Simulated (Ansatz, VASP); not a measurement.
# YSb3As4: VASP beside Ansatz

```
Y Sb As
1.0
     5.95323    0.00000    0.00000
     0.00000    5.95323    0.00000
     0.00000    0.00000    5.95323
Y Sb As
1 3 4
Direct
  0.00000 0.00000 0.00000
  0.50000 0.00000 0.00000
  0.00000 0.50000 0.00000
  0.00000 0.00000 0.50000
  0.00000 0.50000 0.50000
  0.50000 0.00000 0.50000
  0.50000 0.50000 0.00000
  0.50000 0.50000 0.50000
```

Alike in both runs: functional PBE; k mesh 6 × 6 × 6; occupations gaussian, width 0.1 eV; no spin polarisation.

Ansatz relaxed the structure, and its values are those at the end. VASP's run is a single point on that final structure, the one shown.

|  | VASP | Ansatz |
| --- | --- | --- |
| version | VASP 6.6.1 | Ansatz 0.2.0 |
| potentials or method | VASP PAW PBE potentials, release 64 (Y_sv, Sb, As) | scalar-relativistic, plane waves, PAW |
| plane-wave cutoff (eV) | 520 | 420 |
| valence electrons in the cell | 46 | 116 |

```csv
,VASP,Ansatz,Ansatz less VASP
gap on the k mesh at the Fermi level (eV),none,none,-
pressure (GPa),0.0,0.0,+0.03
```

A gap of «none» marks a metal or a gap that the smearing closes. The two sets of potentials don't hold the same shells in valence.

Spin-orbit coupling is left out, which matters for the levels of Sb.
